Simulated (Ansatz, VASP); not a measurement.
## ZnS (Wurtzite-2H) in two plane-wave programs

Aim: how closely do two programs agree when they are given the same cell, functional and k mesh? The cell is taken from a series of runs on this material, whose earlier steps may have relaxed, scaled, displaced or heated it; both programs get it as it stands.

Program: Ansatz 0.2.0. Level of theory: plane waves, with VASP 6.6.1 beside it; zone-centre phonons at LDA. Results are calculated unless marked as measured.

## 1. Starting point

It takes space group P6_3mc (No. 186, hexagonal). The conventional cell has a = 3.720 Å, b = 3.720 Å, c = 6.266 Å, α = 90.00°, β = 90.00°, γ = 120.00°. S has 4 Zn at 2.30 to 2.32 Å nearest. Zn has 4 S at 2.30 to 2.32 Å nearest. Farther neighbours and most contacts between anions are not listed.

Structure file:

```xyz
4
Lattice="3.7200 0.0000 0.0000 -1.8600 3.2217 0.0000 0.0000 0.0000 6.2657" Properties=species:S:1:pos:R:3 pbc="T T T"
S     0.0000    2.1478    2.3637
S     1.8600    1.0739    5.4966
Zn    0.0000    2.1478    0.0486
Zn    1.8600    1.0739    3.1814
```

## 2. VASP: zone-centre phonons, LDA

Second derivatives magnify differences that forces hide, and they need a tight electronic threshold.

Lines of VASP's logs that name or quote its potential files are left out, and so is its time.

INCAR

```
SYSTEM = ZnS
PREC = Accurate
ENCUT = 500
EDIFF = 1E-08
NELM = 120
ISMEAR = 0
SIGMA = 0.01
LREAL = .FALSE.
ALGO = Normal
GGA = PW92
NBANDS = 24
LORBIT = 11
LWAVE = .FALSE.
LCHARG = .FALSE.
ISIF = 2
IBRION = 8
LEPSILON = .TRUE.
LASPH = .TRUE.
GGA_COMPAT = .FALSE.
EFERMI = MIDGAP
KPAR = 2
```

POSCAR

```
ZnS
1.0
    3.7200498242      0.0000000000      0.0000000000
   -1.8600249121      3.2216576511      0.0000000000
    0.0000000000      0.0000000000      6.2657019480
S Zn
2 2
Direct
    0.3333333385      0.6666666719      0.3772497901
    0.6666666719      0.3333333385      0.8772497901
    0.3333333385      0.6666666719      0.0077502099
    0.6666666719      0.3333333385      0.5077502099
```

KPOINTS

```
Automatic mesh
0
Gamma
12 12 8
0 0 0
```

PAW data sets: S and Zn (LDA family, release 64).

On the command line:

```console
$ mpirun -np 2 vasp_std
```

Numbers of over 12 decimals in the logs are rounded to 6 here.

The program printed:

```text
[banner, memory and clock lines left out]
running    2 mpi-ranks, on    1 nodes
 distrk:  each k-point on    1 cores,    2 groups
 distr:  one band on    1 cores,    1 groups

 POSCAR found type information on POSCAR S Zn
 POSCAR found :  2 types and       4 ions
|                                                                             |
|               ----> ADVICE to this user running VASP <----                  |
|                                                                             |
|     You enforced a specific xc type in the INCAR file but a different       |
|     [... a line on the potential file left out ...]
|     I HOPE YOU KNOW WHAT YOU ARE DOING!                                     |
|                                                                             |

 LDA part: xc-table for (Slater(with rela. corr.)+PW92), standard interpolation
 POSCAR, INCAR and KPOINTS ok, starting setup
 FFT: planning ... GRIDC
 FFT: planning ... GRID_SOFT
 FFT: planning ... GRID
 WAVECAR not read
 entering main loop
       N       E                     dE             d eps       ncg     rms          rms(c)
DAV:   1     0.231399013337E+03    0.23140E+03   -0.17084E+04  4560   0.179E+03
DAV:   2     0.337077665385E+01   -0.22803E+03   -0.22089E+03  4976   0.363E+02
DAV:   3    -0.168536486939E+02   -0.20224E+02   -0.20127E+02  5688   0.111E+02
DAV:   4    -0.172567897648E+02   -0.40314E+00   -0.40290E+00  5400   0.163E+01
DAV:   5    -0.172646040194E+02   -0.78143E-02   -0.78136E-02  5816   0.212E+00    0.106E+01
DAV:   6    -0.164122950326E+02    0.85231E+00   -0.18777E+00  6600   0.419E+01    0.802E+00
DAV:   7    -0.164106122196E+02    0.16828E-02   -0.16485E+00  5144   0.767E+00    0.323E+00
DAV:   8    -0.163882918387E+02    0.22320E-01   -0.69088E-02  6160   0.255E+00    0.962E-01
DAV:   9    -0.163871907837E+02    0.11011E-02   -0.17238E-02  6472   0.180E+00    0.283E-01
DAV:  10    -0.163872344558E+02   -0.43672E-04   -0.60750E-04  5952   0.314E-01    0.161E-01
DAV:  11    -0.163872555997E+02   -0.21144E-04   -0.72849E-05  5784   0.957E-02    0.917E-02
DAV:  12    -0.163872523193E+02    0.32804E-05   -0.15110E-05  6104   0.531E-02    0.111E-02
DAV:  13    -0.163872524230E+02   -0.10374E-06   -0.60924E-07  5680   0.524E-03    0.557E-03
DAV:  14    -0.163872525184E+02   -0.95384E-07   -0.12256E-07  5416   0.189E-03    0.268E-03
DAV:  15    -0.163872525185E+02   -0.65484E-10   -0.26835E-08  5080   0.104E-03
   1 F= -.16387253E+02 E0= -.16387253E+02  d E =0.000000E+00
 Linear response reoptimize wavefunctions to high precision
DAV:   1    -0.163872525187E+02   -0.25648E-09   -0.18301E-09  3624   0.325E-04
DAV:   2    -0.163872525187E+02   -0.27285E-10   -0.18472E-10  2824   0.100E-04
 Linear response G [H, r] |phi>, progress :
  Direction:   1
       N       E                     dE             d eps       ncg     rms
RMM:   1    -0.812939158946E+02   -0.81294E+02    0.47969E+02  8694   0.944E+01
RMM:   2    -0.900808609487E+02   -0.87869E+01   -0.29289E+01  7440   0.356E+01
RMM:   3    -0.906829737954E+02   -0.60211E+00   -0.21869E+00  8125   0.946E+00
RMM:   4    -0.907057516248E+02   -0.22778E-01   -0.11396E-01  8267   0.197E+00
RMM:   5    -0.907066481315E+02   -0.89651E-03   -0.14113E-02  8354   0.523E-01
RMM:   6    -0.907067558511E+02   -0.10772E-03   -0.23918E-03  8528   0.155E-01
RMM:   7    -0.907067645986E+02   -0.87475E-05   -0.67954E-04  8667   0.518E-02
RMM:   8    -0.907067721466E+02   -0.75480E-05   -0.41955E-04  8750   0.195E-02
RMM:   9    -0.907067455766E+02    0.26570E-04   -0.34662E-04  8657   0.872E-03
RMM:  10    -0.907067447284E+02    0.84819E-06   -0.30071E-04  7154   0.484E-03
RMM:  11    -0.907067420263E+02    0.27021E-05   -0.25950E-04  6199   0.304E-03
RMM:  12    -0.907067430792E+02   -0.10529E-05   -0.34309E-04  5704   0.250E-03
RMM:  13    -0.907067420971E+02    0.98217E-06   -0.30741E-04  5366   0.224E-03
RMM:  14    -0.907067418309E+02    0.26619E-06   -0.34645E-04  5271   0.214E-03
RMM:  15    -0.907067421174E+02   -0.28648E-06   -0.26745E-04  5081   0.211E-03
RMM:  16    -0.907067420817E+02    0.35622E-07   -0.28487E-04  5009   0.210E-03
 Linear response G [H, r] |phi>, progress :
  Direction:   2
       N       E                     dE             d eps       ncg     rms
RMM:   1    -0.963199090725E+02   -0.96320E+02    0.29182E+02  8773   0.910E+01
RMM:   2    -0.101679617231E+03   -0.53597E+01   -0.23181E+01  7363   0.339E+01
RMM:   3    -0.102243783501E+03   -0.56417E+00   -0.17067E+00  8120   0.862E+00
RMM:   4    -0.102269958441E+03   -0.26175E-01   -0.83127E-02  8186   0.186E+00
RMM:   5    -0.102271314097E+03   -0.13557E-02   -0.13011E-02  8308   0.526E-01
RMM:   6    -0.102271452964E+03   -0.13887E-03   -0.21797E-03  8463   0.166E-01
RMM:   7    -0.102271475562E+03   -0.22598E-04   -0.81679E-04  8607   0.580E-02
[...]
RMM:  10    -0.108914385273E+01   -0.15766E-05    0.10161E-06 28120   0.202E-03    0.298E-04
RMM:  11    -0.108914871100E+01   -0.48583E-05    0.12016E-06 27456   0.851E-04    0.177E-04
RMM:  12    -0.108914818860E+01    0.52241E-06    0.46088E-07 24095   0.353E-04    0.199E-05
RMM:  13    -0.108914789332E+01    0.29528E-06    0.39905E-07 16130   0.166E-04    0.880E-06
 change of polarisation eV/A/(eV/A) component  1 :     2.069    -0.103     0.000
[...]
RMM:  13    -0.114332834013E+01   -0.15280E-06    0.66469E-08  5505   0.135E-04    0.717E-06
 change of polarisation eV/A/(eV/A) component  3 :    -0.235    -0.206     2.175
 dielectric tensor                  component  3 :    -0.565    -0.497     6.241
 Linear response DOF=           4
 Linear response progress:
  Degree of freedom:   1/  4
       N       E                     dE             d eps       ncg     rms          rms(c)
RMM:   1    -0.106529852058E+00   -0.10653E+00    0.45441E-02 70336   0.197E+00
RMM:   2    -0.103372022269E+00    0.31578E-02   -0.64574E-03 42909   0.648E-01    0.171E-01
RMM:   3    -0.103762682591E+00   -0.39066E-03   -0.55027E-04 48546   0.156E-01    0.817E-02
RMM:   4    -0.104101945348E+00   -0.33926E-03   -0.79590E-05 47803   0.519E-02    0.203E-02
RMM:   5    -0.104158026949E+00   -0.56082E-04   -0.84845E-06 50474   0.139E-02    0.963E-03
RMM:   6    -0.104133366156E+00    0.24661E-04   -0.14386E-06 50157   0.479E-03    0.344E-03
RMM:   7    -0.104141588847E+00   -0.82227E-05   -0.10251E-07 48325   0.173E-03    0.857E-04
RMM:   8    -0.104140869863E+00    0.71898E-06   -0.15758E-07 51126   0.568E-04    0.605E-05
RMM:   9    -0.104140137341E+00    0.73252E-06   -0.14804E-07 49836   0.199E-04    0.484E-05
RMM:  10    -0.104140164873E+00   -0.27531E-07   -0.78358E-08 51409   0.837E-05    0.948E-06
RMM:  11    -0.104140260844E+00   -0.95972E-07   -0.51009E-08 49607   0.463E-05    0.245E-06
RMM:  12    -0.104140242585E+00    0.18260E-07   -0.72636E-08 49356   0.301E-05    0.514E-07
RMM:  13    -0.104140241867E+00    0.71813E-09   -0.65638E-08 39153   0.234E-05    0.612E-07
 first order change of Fermi-energy  -0.71042E-01
 force on displaced ion       1 direction 1 :  -7.215   0.000   0.000
 Born effective charge ion    1 direction 1 :  -1.843  -0.000  -0.000
 Linear response progress:
  Degree of freedom:   2/  4
       N       E                     dE             d eps       ncg     rms          rms(c)
RMM:   1    -0.128210137446E+00   -0.12821E+00    0.56317E-02 16309   0.201E+00
RMM:   2    -0.123442720114E+00    0.47674E-02   -0.73619E-03  9476   0.755E-01    0.201E-01
RMM:   3    -0.123681226613E+00   -0.23851E-03   -0.98659E-04 10968   0.194E-01    0.979E-02
RMM:   4    -0.123880103279E+00   -0.19888E-03   -0.10711E-04  9887   0.653E-02    0.329E-02
RMM:   5    -0.123902890561E+00   -0.22787E-04   -0.19194E-05 10869   0.246E-02    0.896E-03
RMM:   6    -0.123890905612E+00    0.11985E-04   -0.43680E-07 11197   0.647E-03    0.474E-03
RMM:   7    -0.123893236590E+00   -0.23310E-05   -0.12020E-07 11403   0.178E-03    0.148E-03
RMM:   8    -0.123895016309E+00   -0.17797E-05    0.33361E-07 10202   0.120E-03    0.235E-04
RMM:   9    -0.123895243257E+00   -0.22695E-06    0.19430E-07 11528   0.330E-04    0.100E-04
RMM:  10    -0.123895230877E+00    0.12380E-07    0.13004E-07 11591   0.122E-04    0.351E-05
RMM:  11    -0.123895201045E+00    0.29832E-07    0.16108E-07 10600   0.593E-05    0.163E-05
RMM:  12    -0.123895160098E+00    0.40947E-07    0.10250E-07 11600   0.376E-05    0.409E-06
RMM:  13    -0.123895171939E+00   -0.11841E-07    0.19447E-07 10703   0.267E-05    0.214E-06
RMM:  14    -0.123895175747E+00   -0.38084E-08    0.25862E-07  8030   0.233E-05    0.619E-07
RMM:  15    -0.123895177130E+00   -0.13830E-08    0.23670E-07  6815   0.222E-05    0.195E-07
RMM:  16    -0.123895177195E+00   -0.65002E-10    0.23552E-07  5611   0.218E-05    0.775E-08
 first order change of Fermi-energy  -0.52649E-01
 force on displaced ion       1 direction 3 :   0.000   0.000  -9.826
 Born effective charge ion    1 direction 3 :   0.000   0.000  -2.000
 Linear response progress:
  Degree of freedom:   3/  4
       N       E                     dE             d eps       ncg     rms          rms(c)
RMM:   1    -0.213095744955E+00   -0.21310E+00   -0.12183E-03 41781   0.191E+00
RMM:   2    -0.210685943446E+00    0.24098E-02   -0.38459E-03 43379   0.443E-01    0.128E-01
RMM:   3    -0.210500366884E+00    0.18558E-03   -0.12273E-04 50034   0.706E-02    0.749E-02
RMM:   4    -0.210248762091E+00    0.25160E-03   -0.18376E-05 49717   0.249E-02    0.427E-03
RMM:   5    -0.210243491109E+00    0.52710E-05   -0.18068E-06 51398   0.500E-03    0.159E-03
RMM:   6    -0.210246316624E+00   -0.28255E-05   -0.14416E-08 51417   0.199E-03    0.303E-04
RMM:   7    -0.210246677605E+00   -0.36098E-06   -0.85067E-08 51686   0.615E-04    0.178E-04
RMM:   8    -0.210246862177E+00   -0.18457E-06   -0.19604E-07 51269   0.278E-04    0.316E-05
RMM:   9    -0.210246675708E+00    0.18647E-06   -0.55879E-08 51466   0.100E-04    0.184E-05
RMM:  10    -0.210246563741E+00    0.11197E-06   -0.93255E-09 50701   0.562E-05    0.245E-06
RMM:  11    -0.210246559258E+00    0.44830E-08   -0.13182E-09 51626   0.323E-05    0.959E-07
 first order change of Fermi-energy  -0.13120E+00
 force on displaced ion       3 direction 1 :  -6.462   0.000   0.000
 Born effective charge ion    3 direction 1 :   1.843  -0.000  -0.000
 Linear response progress:
  Degree of freedom:   4/  4
       N       E                     dE             d eps       ncg     rms          rms(c)
RMM:   1    -0.220315975469E+00   -0.22032E+00   -0.20949E-03  9451   0.192E+00
RMM:   2    -0.217259567694E+00    0.30564E-02   -0.40626E-03  9857   0.466E-01    0.153E-01
RMM:   3    -0.216956410136E+00    0.30316E-03   -0.20511E-04 11187   0.888E-02    0.813E-02
RMM:   4    -0.216651137991E+00    0.30527E-03   -0.47256E-05 10987   0.465E-02    0.199E-02
RMM:   5    -0.216595821785E+00    0.55316E-04   -0.67539E-06 11501   0.172E-02    0.705E-03
RMM:   6    -0.216602222178E+00   -0.64004E-05    0.12572E-06 10655   0.524E-03    0.418E-03
RMM:   7    -0.216610123581E+00   -0.79014E-05    0.28119E-06 11057   0.292E-03    0.729E-04
RMM:   8    -0.216611407958E+00   -0.12844E-05   -0.25234E-07 11334   0.849E-04    0.215E-04
RMM:   9    -0.216610973212E+00    0.43475E-06   -0.30768E-07 11631   0.303E-04    0.481E-05
RMM:  10    -0.216610844740E+00    0.12847E-06   -0.55950E-08 11715   0.135E-04    0.259E-05
RMM:  11    -0.216610838994E+00    0.57462E-08   -0.10336E-07 11709   0.606E-05    0.745E-06
RMM:  12    -0.216610865686E+00   -0.26691E-07   -0.18707E-08 11752   0.384E-05    0.561E-06
RMM:  13    -0.216610871217E+00   -0.55311E-08   -0.29015E-08 10476   0.289E-05    0.963E-07
 first order change of Fermi-energy   0.52584E-01
 force on displaced ion       3 direction 3 :   0.000   0.000  -8.162
 Born effective charge ion    3 direction 3 :   0.000   0.000   2.000
 Born effective charges drift removed
 Linear response finished
```

(Part 1 of 3 ends here.)

[Lines on the potential files, build, host, timing and source positions are cut from VASP's logs without a mark.]

[Logs are printed without paths, hosts, clocks, repeated set-up lines and the standing remarks that a program may print on its own settings, such as how far it seeks lower states.]

[Hosts, paths, dates, database ids (printed as entryN), source tags and the programs' standing remarks are cut or masked in the printed files.]
